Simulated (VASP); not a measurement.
Computed with PBE GGA, VASP's PBE PAW potentials (set 64) (plane waves; VASP).

The input files of a VASP run:

### INCAR
```
SYSTEM = TiSi2
PREC = Accurate; ENCUT = 300; LREAL = .False.
LASPH = .True.
EDIFF = 1E-6; NELM = 100; ALGO = Normal
LMAXMIX = 4
ISMEAR = -1; SIGMA = 0.1
GGA = PE
ISIF = 2
LWAVE = .False.; LCHARG = .False.; LORBIT = 11
NEDOS = 601
```

POSCAR:
```
TiSi2
1
    1.7695180000    -6.7761780000     0.0000000000
    1.7695180000     6.7761780000     0.0000000000
    0.0000000000     0.0000000000     3.5740830000
Ti Si
2 4
Direct
  0.8968800000   0.1031200000   0.7500000000
  0.1031200000   0.8968800000   0.2500000000
  0.5582500000   0.4417500000   0.7500000000
  0.4417500000   0.5582500000   0.2500000000
  0.2496900000   0.7503100000   0.7500000000
  0.7503100000   0.2496900000   0.2500000000
```

### KPOINTS
```
Automatic
0
G
15 15 14
0 0 0
```

POTCAR, in this order: Ti_sv Si (PBE.64 set). Program: vasp_std.

Gaps are read on the run's mesh, which can miss a band edge.

Predict the energy per atom (σ→0), largest force, band gap (on the k-mesh).

The energy per atom (σ→0) is -6.785 eV/atom. The band gap (on the k-mesh) is none (metal, semimetal or under 0.01 eV) and the largest force is 0.147 eV/Å.

OSZICAR:
```
...
DAV:   8    -0.407433105977E+02    0.97893E-01   -0.11283E+00 34120   0.763E+00    0.923E-01
DAV:   9    -0.407385460320E+02    0.47646E-02   -0.72514E-02 33960   0.204E+00    0.537E-01
DAV:  10    -0.407389339600E+02   -0.38793E-03   -0.79369E-03 35336   0.659E-01    0.154E-01
DAV:  11    -0.407388366057E+02    0.97354E-04   -0.16909E-03 34312   0.275E-01    0.243E-02
DAV:  12    -0.407388310681E+02    0.55376E-05   -0.16328E-04 34640   0.888E-02    0.122E-02
DAV:  13    -0.407388287609E+02    0.23072E-05   -0.21328E-05 34328   0.351E-02    0.256E-03
DAV:  14    -0.407388285560E+02    0.20493E-06   -0.44885E-07 23312   0.500E-03
   1 F= -.40738829E+02 E0= -.40711026E+02  d E =-.556053E-01
```

The structure comes from a computed database's TiSi2 entry; how it stands against other phases isn't given here. The cell was not relaxed at this level. The run is one of a series of settings (NEDOS = 601, KPOINTS 15×15×14 Γ-centred mesh against the base run), some of them coarse on purpose.
